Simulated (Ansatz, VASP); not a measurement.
Two plane-wave programs on KPt

```xyz
2
Lattice="2.9500 0.0000 0.0000 -1.4750 2.5548 0.0000 0.0000 0.0000 5.2550" Properties=species:S:1:pos:R:3 pbc="T T T"
K     0.0000    1.7032    2.6275
Pt    0.0000    0.0000    0.0000
```

The cell comes from a database or a generator and needn't be the stable form of this composition.

Alike in both runs: task single point; functional PBE; k mesh 11 × 11 × 6; occupations fermi-dirac, width 0.1 eV; no spin polarisation.

|  | VASP | Ansatz |
| --- | --- | --- |
| version | VASP 6.6.1 | Ansatz 0.2.0 |
| potentials or method | VASP PAW PBE potentials, release 64 (K_sv, Pt) | plane waves, PAW |
| plane-wave cutoff (eV) | 520 | 470 |
| valence electrons in the cell | 19 | 27 |

|  | VASP | Ansatz | Ansatz less VASP |
| --- | --- | --- | --- |
| pressure (GPa) | 4.1 | 3.8 | -0.22 |
| largest component of the traceless stress (GPa) | 0.91 | 0.88 | -0.029 |

The two sets of potentials don't hold the same shells in valence.

Spin-orbit coupling is left out, which matters for the levels of Pt.
